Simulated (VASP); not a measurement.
Here is the system:

```
CELL_PARAMETERS angstrom
      1.40623    -2.43566     0.00000
      1.40623     2.43566     0.00000
      0.00000     0.00000     4.50712
ATOMIC_POSITIONS crystal
  Tc 0.33333 0.66667 0.25000
  Tc 0.66667 0.33333 0.75000
```

Method: vdW-DF2, VASP's PBE PAW potentials (set 64) (plane waves; VASP). Numerical set-up: 520 eV cut-off, 17×17×9 Γ-centred mesh, tetrahedra with Blöchl corrections, potentials Tc_pv.

Question: Predict the energy per atom (σ→0), band gap (on the k-mesh) with the smallest direct gap where there is one.

Answer: 
```json
{
  "band gap (on the k-mesh)": "none (metal, semimetal or under 0.01 eV)",
  "energy per atom (σ→0)": "-6.136 eV/atom"
}
```

The compound is Tc in the hcp structure. It was relaxed first, which changed the volume by +8 %.
